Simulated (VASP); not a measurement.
## MoS2 (Molybdenite): input slips in a band-gap run and what they do

Aim: see how common mistakes in a band-structure run show up, on MoS2 (Molybdenite). The starting structure is a measured crystal structure from the Crystallography Open Database. The atoms were first relaxed with LDA in that cell, in a run that isn't shown, and the relaxed structure is the one below.

Main program and level: VASP 6.6.1; Kohn-Sham DFT with plane waves and PAW; LDA.

## 1. Set-up

Symmetry: P6_3/mmc, No. 194, hexagonal system. The conventional cell has a = 3.161 Å, b = 3.161 Å, c = 12.295 Å, α = 90.00°, β = 90.00°, γ = 120.00°. Nearest to Mo lie 6 S at 2.39 Å. Nearest to S lie 3 Mo at 2.39 Å. Farther neighbours and most contacts between anions are not listed.

As a file:

```xyz
6
Lattice="3.1610 0.0000 0.0000 -1.5805 2.7375 0.0000 0.0000 0.0000 12.2950" Properties=species:S:1:pos:R:3 pbc="T T T"
Mo    1.5805    0.9125    9.2212
Mo    0.0000    1.8250    3.0737
S     1.5805    0.9125    4.6168
S     0.0000    1.8250   10.7643
S     1.5805    0.9125    1.5307
S     0.0000    1.8250    7.6782
```

## 2. Reference bands

Input file INCAR:

```
SYSTEM = MoS2
PREC = Accurate
ENCUT = 350
EDIFF = 1E-06
NELM = 100
ISMEAR = 0
SIGMA = 0.03
LREAL = .FALSE.
ALGO = Normal
GGA = CA
NBANDS = 42
LASPH = .TRUE.
LORBIT = 11
LWAVE = .FALSE.
LCHARG = .FALSE.
KPAR = 8
```

Input file POSCAR:

```
MoS2
1.0
    3.1610000000      0.0000000000      0.0000000000
   -1.5805000000      2.7375063014      0.0000000000
    0.0000000000      0.0000000000     12.2950000000
Mo S
2 4
Direct
    0.6666666667      0.3333333333      0.7500000000
    0.3333333333      0.6666666667      0.2500000000
    0.6666666667      0.3333333333      0.3755016495
    0.3333333333      0.6666666667      0.8755016495
    0.6666666667      0.3333333333      0.1244983505
    0.3333333333      0.6666666667      0.6244983505
```

Input file KPOINTS:

```
Automatic mesh
0
Gamma
9 9 2
0 0 0
```

Input file KPOINTS_OPT:

```
Line mode
8
Line-mode
Reciprocal
  0.00000000   0.00000000   0.00000000 GAMMA
  0.50000000   0.00000000   0.00000000 M

  0.50000000   0.00000000   0.00000000 M
  0.33333333   0.33333333   0.00000000 K

  0.33333333   0.33333333   0.00000000 K
  0.00000000   0.00000000   0.00000000 GAMMA

  0.00000000   0.00000000   0.00000000 GAMMA
  0.00000000   0.00000000   0.50000000 A

  0.00000000   0.00000000   0.50000000 A
  0.50000000   0.00000000   0.50000000 L

  0.50000000   0.00000000   0.50000000 L
  0.33333333   0.33333333   0.50000000 H

  0.33333333   0.33333333   0.50000000 H
  0.00000000   0.00000000   0.50000000 A

  0.50000000   0.00000000   0.50000000 L
  0.50000000   0.00000000   0.00000000 M

  0.33333333   0.33333333   0.00000000 K
  0.33333333   0.33333333   0.50000000 H
```

The projector-augmented-wave data sets are Mo_sv and S (LDA family, release 64).

Launch:

```console
> mpirun -np 8 vasp_std
```

The log of the run:

```text
[banner, memory and clock lines left out]
running    8 mpi-ranks, on    1 nodes
 distrk:  each k-point on    1 cores,    8 groups
 distr:  one band on    1 cores,    1 groups

 POSCAR found type information on POSCAR MoS
 POSCAR found :  2 types and       6 ions
|                                                                             |
|           W    W    AA    RRRRR   N    N  II  N    N   GGGG   !!!           |
|           W    W   A  A   R    R  NN   N  II  NN   N  G    G  !!!           |
|           W    W  A    A  R    R  N N  N  II  N N  N  G       !!!           |
|           W WW W  AAAAAA  RRRRR   N  N N  II  N  N N  G  GGG   !            |
|           WW  WW  A    A  R   R   N   NN  II  N   NN  G    G                |
|           W    W  A    A  R    R  N    N  II  N    N   GGGG   !!!           |
|                                                                             |
|     For optimal performance we recommend to set                             |
|       NCORE = 2 up to number-of-cores-per-socket                            |
|     NCORE specifies how many cores store one orbital (NPAR=cpu/NCORE).      |
|     This setting can greatly improve the performance of VASP for DFT.       |
|     The default, NCORE=1 might be grossly inefficient on modern             |
|     multi-core architectures or massively parallel machines. Do your        |
|     Unfortunately you need to use the default for GW and RPA                |
|     calculations (for HF NCORE is supported but not extensively tested      |
|     yet).                                                                   |
|                                                                             |

 LDA part: xc-table for (Slater(with rela. corr.)+CA(PZ))
 , standard interpolation
 POSCAR, INCAR and KPOINTS ok, starting setup
 FFT: planning ... GRIDC
 FFT: planning ... GRID_SOFT
 FFT: planning ... GRID
 WAVECAR not read
 entering main loop
       N       E                     dE             d eps       ncg     rms          rms(c)
DAV:   1     0.343238412006E+03    0.34324E+03   -0.23366E+04  2232   0.867E+02
DAV:   2    -0.358380318677E+02   -0.37908E+03   -0.36342E+03  2380   0.283E+02
DAV:   3    -0.516541766509E+02   -0.15816E+02   -0.15605E+02  2478   0.548E+01
DAV:   4    -0.518673663886E+02   -0.21319E+00   -0.21298E+00  2392   0.666E+00
DAV:   5    -0.518708988226E+02   -0.35324E-02   -0.35315E-02  2504   0.834E-01    0.360E+01
DAV:   6    -0.496459896023E+02    0.22249E+01   -0.85636E+00  2252   0.193E+01    0.115E+01
DAV:   7    -0.492432926361E+02    0.40270E+00   -0.32180E+00  2172   0.125E+01    0.908E+00
DAV:   8    -0.489226750634E+02    0.32062E+00   -0.56146E-01  2238   0.530E+00    0.204E+00
DAV:   9    -0.489213981749E+02    0.12769E-02   -0.48020E-02  2376   0.906E-01    0.708E-01
DAV:  10    -0.489184534390E+02    0.29447E-02   -0.10256E-02  2264   0.609E-01    0.171E-01
DAV:  11    -0.489184362640E+02    0.17175E-04   -0.89252E-04  2318   0.136E-01    0.103E-01
DAV:  12    -0.489183800822E+02    0.56182E-04   -0.11447E-04  2280   0.465E-02    0.661E-02
DAV:  13    -0.489183717934E+02    0.82888E-05   -0.69314E-05  2342   0.405E-02    0.186E-02
DAV:  14    -0.489183712531E+02    0.54025E-06   -0.54158E-06  2106   0.131E-02
   1 F= -.48918371E+02 E0= -.48918371E+02  d E =-.449035E-42
 Start KPOINTS_OPT (optional k-point list driver)
k-point batch [1-24\72]
       N       E                     dE             ncg
DAV:   1    -0.210949556391E+04   -0.29324E+05     2256
DAV:   2    -0.113529116664E+05   -0.92434E+04     2362
DAV:   3    -0.117374085301E+05   -0.38450E+03     2414
DAV:   4    -0.117426553109E+05   -0.52468E+01     2416
DAV:   5    -0.117427386416E+05   -0.83331E-01     2446
DAV:   6    -0.117427405956E+05   -0.19540E-02     2544
DAV:   7    -0.117427406440E+05   -0.48411E-04     2452
DAV:   8    -0.117427406453E+05   -0.12798E-05     1752
DAV:   9    -0.117427406454E+05   -0.14845E-06     1598
[...]
k-point batch [49-72\72]
       N       E                     dE             ncg
DAV:   1    -0.239479026118E+04   -0.37190E+05     2264
DAV:   2    -0.114303902394E+05   -0.90356E+04     2336
DAV:   3    -0.118037533562E+05   -0.37336E+03     2420
DAV:   4    -0.118085892233E+05   -0.48359E+01     2408
DAV:   5    -0.118086632757E+05   -0.74052E-01     2400
DAV:   6    -0.118086649367E+05   -0.16609E-02     2462
DAV:   7    -0.118086649776E+05   -0.40917E-04     2396
DAV:   8    -0.118086649787E+05   -0.10685E-05     1644
DAV:   9    -0.118086649788E+05   -0.11729E-06     1536
```

Run time: 25 s. Hardware: 8 MPI ranks of AMD EPYC 7R43, shared host; peak memory 1.5 GiB; 3.2 min of CPU time.

The logs omit lines about the potential files and the build; timing stands in the text.

OUTCAR, selected parts (step 2):

```text
ion  position               nearest neighbor table
   1  0.667  0.333  0.750-   4 2.39   6 2.39   4 2.39   6 2.39   4 2.39   6 2.39
   2  0.333  0.667  0.250-   3 2.39   5 2.39   3 2.39   5 2.39   3 2.39   5 2.39
   3  0.667  0.333  0.376-   2 2.39   2 2.39   2 2.39
   4  0.333  0.667  0.876-   1 2.39   1 2.39   1 2.39
   5  0.667  0.333  0.124-   2 2.39   2 2.39   2 2.39
   6  0.333  0.667  0.624-   1 2.39   1 2.39   1 2.39

  LATTYP: Found a hexagonal cell.
 ALAT       =     3.1610000000
 C/A-ratio  =     3.8895919013

 Subroutine GETGRP returns: Found 24 space group operations
 (whereof 12 operations were pure point group operations)

The static configuration has the point symmetry D_3d.
 The point group associated with its full space group is D_6h.

 Found     24 irreducible k-points:

   k-points           NKPTS =     24   k-points in BZ     NKDIM =     24   number of bands    NBANDS=     42

   dimension x,y,z NGX =    20 NGY =   20 NGZ =   80
   dimension x,y,z NGXF=    40 NGYF=   40 NGZF=  160

   ENCUT  =  350.0 eV  25.72 Ry    5.07 a.u.   4.82  4.82 18.76*2*pi/ulx,y,z

   NELECT =      52.0000    total number of electrons

 k-points in reciprocal lattice and weights: Automatic mesh
   0.00000000  0.00000000  0.00000000       0.006
   0.11111111  0.00000000  0.00000000       0.037
   0.22222222 -0.00000000  0.00000000       0.037
   0.33333333 -0.00000000  0.00000000       0.037
   0.44444444 -0.00000000  0.00000000       0.037
   0.11111111  0.11111111  0.00000000       0.037
   0.22222222  0.11111111  0.00000000       0.074
   0.33333333  0.11111111  0.00000000       0.074
   0.44444444  0.11111111  0.00000000       0.037
[...]
0.33333333  0.22222222  0.50000000       0.074
   0.33333333  0.33333333  0.50000000       0.012

 average (electrostatic) potential at core
       1 -74.7545       2 -74.7545       3 -84.9105       4 -84.9105       5 -84.9105
       6 -84.9105

 E-fermi :   7.7886

 k-point     1 :       0.0000    0.0000    0.0000
  band No.  band energies     occupation
    ...
     22       5.2165      2.00000
     23       5.2165      2.00000
     24       6.2912      2.00000
     25       6.2922      2.00000
     26       7.5067      2.00000
     27       9.5650      0.00000
     28       9.5650      0.00000
     29       9.5880      0.00000
     30       9.5880      0.00000
     31       9.8002      0.00000
    ...

 k-point     2 :       0.1111    0.0000    0.0000
  band No.  band energies     occupation
    ...
     22       4.9357      2.00000
     23       5.3733      2.00000
     24       6.3009      2.00000
     25       6.4599      2.00000
     26       7.1313      2.00000
     27       9.3656      0.00000
     28       9.3886      0.00000
     29       9.4706      0.00000
     30       9.5739      0.00000
     31       9.6535      0.00000
    ...

 k-point     3 :       0.2222   -0.0000    0.0000
  band No.  band energies     occupation
    ...
     22       4.7784      2.00000
     23       5.2487      2.00000
     24       6.0568      2.00000
     25       6.0852      2.00000
     26       6.2341      2.00000
     27       8.7070      0.00000
     28       9.1638      0.00000
     29       9.3811      0.00000
     30       9.4146      0.00000
     31       9.5490      0.00000
    ...

  Total       -2.6312318     -2.6312318     -0.9004877      0.0000000      0.0000000      0.0000000
  in kB      -39.6242942    -39.6242942    -13.5606406      0.0000000      0.0000000      0.0000000
  external PRESSURE =     -30.9364096 kB  Pullay stress =       0.0000000 kB

  energy-cutoff  :      350.00
  volume of cell :      106.39
      direct lattice vectors                 reciprocal lattice vectors
     3.161000000  0.000000000  0.000000000     0.316355584  0.182647981  0.000000000
    -1.580500000  2.737506301  0.000000000     0.000000000  0.365295963  0.000000000
     0.000000000  0.000000000 12.295000000     0.000000000  0.000000000  0.081333876

 POSITION                                       TOTAL-FORCE (eV/Angst)
 -----------------------------------------------------------------------------------
      1.58050      0.91250      9.22125        -0.000000      0.000000      0.000000
     -0.00000      1.82500      3.07375         0.000000     -0.000000      0.000000
      1.58050      0.91250      4.61679        -0.000000      0.000000      0.005322
     -0.00000      1.82500     10.76429        -0.000000     -0.000000      0.005322
      1.58050      0.91250      1.53071         0.000000      0.000000     -0.005322
     -0.00000      1.82500      7.67821        -0.000000     -0.000000     -0.005322
 -----------------------------------------------------------------------------------
    total drift:                               -0.000000      0.000000     -0.000000

  FREE ENERGIE OF THE ION-ELECTRON SYSTEM (eV)
  ---------------------------------------------------
  free  energy   TOTEN  =       -48.9183712531 eV

  energy  without entropy=      -48.9183712531  energy(sigma->0) =      -48.91837125

 total charge
# of ion       s       p       d       tot
------------------------------------------
    1        2.301   6.230   4.003  12.534
    2        2.301   6.230   4.003  12.534
    3        1.362   2.334   0.000   3.696
    4        1.362   2.334   0.000   3.696
    5        1.362   2.334   0.000   3.696
    6        1.362   2.334   0.000   3.696
--------------------------------------------------
tot         10.050  21.797   8.006  39.853

[... 3 further parts left out ...]
```

Spin-orbit coupling is off here; it would split degenerate levels. At this level the cell is under a tension of 3.1 GPa, so at these settings it is away from equilibrium.

The reference gap is 0.831 eV.

## 3. Bands with a cutoff far too low

A slip made on purpose: a cutoff far too low. Against step 2 the input has ENCUT = 120 (also changed: NELM).

Changes to INCAR since step 2:

```diff
@@ -2,5 +2,5 @@
 PREC = Accurate
-ENCUT = 350
+ENCUT = 120
 EDIFF = 1E-06
-NELM = 100
+NELM = 60
 ISMEAR = 0
```

POSCAR is that of step 2.

KPOINTS is that of step 2.

KPOINTS_OPT is that of step 2.

Launch:

```console
> mpirun -np 8 vasp_std
```

The log of the run:

```text
[banner, memory and clock lines left out]
running    8 mpi-ranks, on    1 nodes
[...]
[... a notice as in an earlier step ...]

 LDA part: xc-table for (Slater(with rela. corr.)+CA(PZ))
 , standard interpolation
 POSCAR, INCAR and KPOINTS ok, starting setup
[...]
entering main loop
       N       E                     dE             d eps       ncg     rms          rms(c)
DAV:   1     0.139431508342E+03    0.13943E+03   -0.13238E+04  2552   0.386E+02
DAV:   2    -0.301751680924E+02   -0.16961E+03   -0.16453E+03  2450   0.157E+02
DAV:   3    -0.343759364957E+02   -0.42008E+01   -0.41755E+01  2464   0.240E+01
DAV:   4    -0.343953579790E+02   -0.19421E-01   -0.19409E-01  2352   0.156E+00
[...]
DAV:  16    -0.178375877704E+02    0.61851E-05   -0.13531E-06  1312   0.445E-03    0.120E-02
DAV:  17    -0.178375852172E+02    0.25532E-05   -0.14001E-07  1062   0.147E-03    0.102E-02
DAV:  18    -0.178375844373E+02    0.77988E-06   -0.16170E-08  1046   0.557E-04
   1 F= -.17837584E+02 E0= -.17837584E+02  d E =-.112006E-11
 Start KPOINTS_OPT (optional k-point list driver)
k-point batch [1-24\72]
       N       E                     dE             ncg
DAV:   1    -0.740009334845E+04   -0.23575E+05     2634
DAV:   2    -0.116292278354E+05   -0.42291E+04     2380
DAV:   3    -0.117357139969E+05   -0.10649E+03     2462
DAV:   4    -0.117362107001E+05   -0.49670E+00     2304
DAV:   5    -0.117362141934E+05   -0.34933E-02     2442
DAV:   6    -0.117362142330E+05   -0.39535E-04     2208
DAV:   7    -0.117362142335E+05   -0.54892E-06     1830
[...]
k-point batch [49-72\72]
       N       E                     dE             ncg
DAV:   1    -0.747232347402E+04   -0.28171E+05     2610
DAV:   2    -0.117057850689E+05   -0.42335E+04     2378
DAV:   3    -0.118144138709E+05   -0.10863E+03     2410
DAV:   4    -0.118149167734E+05   -0.50290E+00     2328
DAV:   5    -0.118149199198E+05   -0.31463E-02     2336
DAV:   6    -0.118149199523E+05   -0.32511E-04     2186
DAV:   7    -0.118149199527E+05   -0.42650E-06     1708
```

Elapsed: 6 s, on 8 MPI ranks; peak memory 0.79 GiB; 42 s of CPU time.

OUTCAR, selected parts (step 3):

```text
  Total     -282.8519877   -282.8519877   -281.5942496      0.0000000      0.0000000     -0.0000000
  in kB    -4259.5298001  -4259.5298002  -4240.5892480      0.0000000      0.0000000     -0.0000000
  external PRESSURE =   -4253.2162828 kB  Pullay stress =       0.0000000 kB

 POSITION                                       TOTAL-FORCE (eV/Angst)
 -----------------------------------------------------------------------------------
      1.58050      0.91250      9.22125        -0.000000     -0.000000      0.000000
     -0.00000      1.82500      3.07375         0.000000     -0.000000      0.000000
      1.58050      0.91250      4.61679         0.000000     -0.000000      2.284862
     -0.00000      1.82500     10.76429        -0.000000     -0.000000      2.284862
      1.58050      0.91250      1.53071         0.000000      0.000000     -2.284862
     -0.00000      1.82500      7.67821        -0.000000      0.000000     -2.284862
 -----------------------------------------------------------------------------------
    total drift:                               -0.000000      0.000000     -0.000000

  FREE ENERGIE OF THE ION-ELECTRON SYSTEM (eV)
  ---------------------------------------------------
  free  energy   TOTEN  =       -17.8375844373 eV

  energy  without entropy=      -17.8375844373  energy(sigma->0) =      -17.83758444

[... 1 part as in an earlier step ...]

[... 2 further parts left out ...]
[key lines of the parts left out:]
E-fermi :   7.5652
```

With a cutoff far too low the gap is 0.505 eV, -0.327 eV from the reference.

## 4. Bands with no empty bands

A slip made on purpose: no empty bands. Against step 2 the input has NBANDS = 26 and no band path (also changed: NELM).

Changes to INCAR since step 3:

```diff
@@ -2,3 +2,3 @@
 PREC = Accurate
-ENCUT = 120
+ENCUT = 350
 EDIFF = 1E-06
@@ -10,3 +10,3 @@
 GGA = CA
-NBANDS = 42
+NBANDS = 26
 LASPH = .TRUE.
```

POSCAR is that of step 3.

KPOINTS is that of step 3.

Launch:

```console
> mpirun -np 8 vasp_std
```

The log of the run:

```text
[... set-up lines as in an earlier step ...]
 entering main loop
       N       E                     dE             d eps       ncg     rms          rms(c)
DAV:   1     0.405911676911E+03    0.40591E+03   -0.24753E+04  1472   0.140E+03
DAV:   2    -0.163239745322E+02   -0.42224E+03   -0.42224E+03  1592   0.412E+02
DAV:   3    -0.491755283714E+02   -0.32852E+02   -0.32852E+02  1654   0.859E+01
DAV:   4    -0.517353739875E+02   -0.25598E+01   -0.25598E+01  1456   0.176E+01
[...]
DAV:  13    -0.489183748175E+02    0.30342E-04   -0.11696E-04  1542   0.676E-02    0.172E-02
DAV:  14    -0.489183715864E+02    0.32311E-05   -0.28466E-05  1320   0.230E-02    0.464E-03
DAV:  15    -0.489183713034E+02    0.28305E-06   -0.18404E-06   626   0.823E-03
 -----------------------------------------------------------------------------
|                                                                             |
|           W    W    AA    RRRRR   N    N  II  N    N   GGGG   !!!           |
|           W    W   A  A   R    R  NN   N  II  NN   N  G    G  !!!           |
|           W    W  A    A  R    R  N N  N  II  N N  N  G       !!!           |
|           W WW W  AAAAAA  RRRRR   N  N N  II  N  N N  G  GGG   !            |
|           WW  WW  A    A  R   R   N   NN  II  N   NN  G    G                |
|           W    W  A    A  R    R  N    N  II  N    N   GGGG   !!!           |
|                                                                             |
|     Your highest band is occupied at some k-points! Unless you are          |
|     performing a calculation for an insulator or semiconductor, without     |
|     unoccupied bands, you have included TOO FEW BANDS!! Please increase     |
|     the parameter NBANDS in file INCAR to ensure that the highest band      |
|     is unoccupied at all k-points. It is always recommended to include      |
|     a few unoccupied bands to accelerate the convergence of                 |
|     molecular-dynamics runs (even for insulators or semiconductors),        |
|     since the presence of unoccupied bands improves wavefunction            |
|     prediction and helps to suppress 'band-crossings'.                      |
|                                                                             |
 -----------------------------------------------------------------------------

   1 F= -.48918371E+02 E0= -.48918371E+02  d E =-.843625E-23
```

The job ended after 7.2 s (8 MPI ranks; peak memory 1.2 GiB; 52 s of CPU time).

OUTCAR, selected parts (step 4):

```text
  Total       -2.6234719     -2.6234719     -0.9019881      0.0000000     -0.0000000      0.0000000
  in kB      -39.5074352    -39.5074352    -13.5832361      0.0000000     -0.0000000      0.0000000
  external PRESSURE =     -30.8660355 kB  Pullay stress =       0.0000000 kB

 POSITION                                       TOTAL-FORCE (eV/Angst)
 -----------------------------------------------------------------------------------
      1.58050      0.91250      9.22125        -0.000000      0.000000      0.000000
     -0.00000      1.82500      3.07375         0.000000     -0.000000      0.000000
      1.58050      0.91250      4.61679         0.000000     -0.000000      0.005680
     -0.00000      1.82500     10.76429        -0.000000     -0.000000      0.005680
      1.58050      0.91250      1.53071        -0.000000      0.000000     -0.005680
     -0.00000      1.82500      7.67821        -0.000000      0.000000     -0.005680
 -----------------------------------------------------------------------------------
    total drift:                               -0.000000      0.000000     -0.000000

  FREE ENERGIE OF THE ION-ELECTRON SYSTEM (eV)
  ---------------------------------------------------
  free  energy   TOTEN  =       -48.9183713034 eV

  energy  without entropy=      -48.9183713034  energy(sigma->0) =      -48.91837130

[... 1 part as in an earlier step ...]

[... 2 further parts left out ...]
[key lines of the parts left out:]
E-fermi :   7.7057
```

The run converges, yet it holds no empty band, so no gap can be read from it.

(Continued in part 2 of 2.)

[Lines on the potential files, build, host, timing and source positions are cut from VASP's logs without a mark.]

[Logs are printed without paths, hosts, clocks, repeated set-up lines and the standing remarks that a program may print on its own settings, such as how far it seeks lower states.]

[Hosts, paths, dates, database ids (printed as entryN), source tags and the programs' standing remarks are cut or masked in the printed files.]
